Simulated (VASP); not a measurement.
HPbNO4:

```
H Pb N O
1.0
     4.20407    0.00000    0.00000
     2.02172    3.83952    0.00000
     2.04686    1.27900    6.28132
H Pb N O
1 1 1 4
Direct
  0.89145 0.68202 0.62796
  0.14426 0.92872 0.88352
  0.25670 0.28861 0.30171
  0.83108 0.65056 0.78405
  0.38694 0.22380 0.11295
  0.31104 0.03576 0.45856
  0.07726 0.60633 0.32275
```

The cell was built by a generator and needn't be a form met in nature.

- Program: VASP 6.6.1
- Task: relaxation of cell and atoms
- Functional: PBE
- Dispersion: rVV10
- Potentials or basis: VASP PAW PBE potentials, release 64 (H, Pb_d, N, O)
- Cutoff: 600 eV
- k mesh: 7 × 7 × 5
- Occupations: fermi-dirac, width 0.05 eV
- Spin: no spin polarisation

At the start: pressure -0.4 GPa; volume 14.48 Å³/atom.

Problem. Where does the relaxation end?

Solution. Over 32 steps the energy falls by 3.6 meV/atom and the volume is 13.87 Å³/atom (-4.3 %); space group P1 (No. 1, to 0.05 Å).

The path:
```csv
step,energy change (eV),largest force (eV/Å),pressure (GPa),volume (Å³)
1,0.0000,0.4845,-0.44,101.39
2,0.0175,1.0806,-3.17,100.81
3,-0.0063,0.1065,-1.39,101.20
4,-0.0166,0.1475,-0.63,99.38
5,-0.0180,0.2602,-0.17,98.41
6,-0.0123,0.6552,0.62,96.95
7,-0.0196,0.1105,0.08,97.93
8,-0.0205,0.1479,0.08,97.87
9,-0.0205,0.2117,0.07,97.85
10,-0.0209,0.1911,0.06,97.84
11,-0.0218,0.1299,0.02,97.81
12,-0.0228,0.0681,-0.04,97.75
13,-0.0219,0.2995,-0.19,97.63
14,-0.0230,0.1135,-0.09,97.72
15,-0.0233,0.0542,-0.09,97.68
16,-0.0236,0.0635,-0.08,97.60
17,-0.0238,0.0637,-0.10,97.53
18,-0.0239,0.0730,-0.10,97.50
19,-0.0242,0.0687,-0.03,97.39
20,-0.0246,0.0995,0.18,97.07
21,-0.0248,0.0652,0.15,97.03
22,-0.0250,0.0335,0.07,96.93
23,-0.0250,0.0298,0.07,96.93
24,-0.0251,0.0294,0.07,96.94
25,-0.0251,0.1096,0.08,96.96
26,-0.0252,0.0663,0.08,96.95
27,-0.0252,0.0554,0.07,96.96
28,-0.0253,0.0386,0.05,96.98
29,-0.0253,0.0590,0.01,97.03
30,-0.0253,0.0397,0.03,97.02
31,-0.0254,0.0305,0.02,97.03
32,-0.0254,0.0190,0.00,97.08
```

Final structure:
```
CELL_PARAMETERS angstrom
4.13740 -0.00024 0.00335
1.98947 3.75062 -0.01821
2.01937 1.21683 6.25107
ATOMIC_POSITIONS crystal
H 0.89565 0.68021 0.62115
Pb 0.13777 0.94146 0.88377
N 0.25668 0.28612 0.30461
O 0.83356 0.65017 0.77884
O 0.39142 0.21419 0.11458
O 0.31123 0.03010 0.46305
O 0.07242 0.61354 0.32549
```

Caveat: the standard files for N, O and F lose accuracy on very short bonds.
